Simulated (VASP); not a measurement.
Data:

```
GaN
1.0
    1.52725    -2.64527     0.00000
    1.52725     2.64527     0.00000
    0.00000     0.00000     4.97664
Ga N
2 2
Direct
  0.66667   0.33333   0.50027
  0.33333   0.66667   0.00027
  0.66667   0.33333   0.87673
  0.33333   0.66667   0.37673
```

These are PBEsol GGA, VASP's PBE PAW potentials (set 64) (plane waves; VASP) values and carry that method's errors. Run with 620 eV cut-off, 8×8×5 Γ-centred mesh, Gaussian smearing of 0.050 eV, potentials Ga_d N.

Question: Estimate the energy per atom (σ→0), pressure.

Answer: 
```json
{
  "energy per atom (σ→0)": "-6.458 eV/atom",
  "pressure": "29.80 GPa"
}
```

The compound is GaN in the wurtzite structure. It was relaxed first under an external pressure of 30 GPa.
